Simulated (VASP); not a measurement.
Method: PBEsol GGA, VASP's PBE PAW potentials (set 64) (plane waves; VASP).

The input files of a VASP run:

**KPOINTS**
```
Automatic mesh
0
Gamma
8 8 10
0 0 0
```

POSCAR:
```
P
1
    4.2240289568    -0.0000000171     0.0000000000
   -2.1120140077     3.6581156684    -0.0000000000
   -0.0000000000    -0.0000000000     2.7055202861
P
3
Direct
  0.0000000000   1.0000000000   0.0000000000
  0.3333330000   0.6666670000   0.5000000000
  0.6666670000   0.3333330000   0.5000000000
```

### INCAR
```
ALGO = Normal
EDIFF = 1E-6
EDIFFG = -0.02
ENCUT = 400
GGA = PS
IBRION = 2
ISIF = 3
ISMEAR = 1
LASPH = .TRUE.
LCHARG = .FALSE.
LREAL = .FALSE.
LWAVE = .FALSE.
NELM = 100
NSW = 60
PREC = Accurate
SIGMA = 0.1
SYSTEM = P
```

POTCAR, in this order: P (PBE.64 set). Program: vasp_std.

Q: What will the output report for the number of irreducible k-points (NKPTS), number of bands (NBANDS), largest plane-wave count, number of space-group operations, FFT grid (NGX, NGY, NGZ)?

A: 
| Item | Result |
|---|---|
| number of irreducible k-points (NKPTS) | 60 |
| number of bands (NBANDS) | 11 |
| largest plane-wave count | 778 |
| number of space-group operations | 24 |
| FFT grid (NGX, NGY, NGZ) | 28 × 28 × 18 |

The structure was generated: P was put into the omega type (P6/mmm), which need not be its known phase. This run relaxes it. Symmetry was kept, so distortions that lower it aren't found. The start is the result of an earlier pass. VASP warned that the highest band is occupied, so more bands are needed.
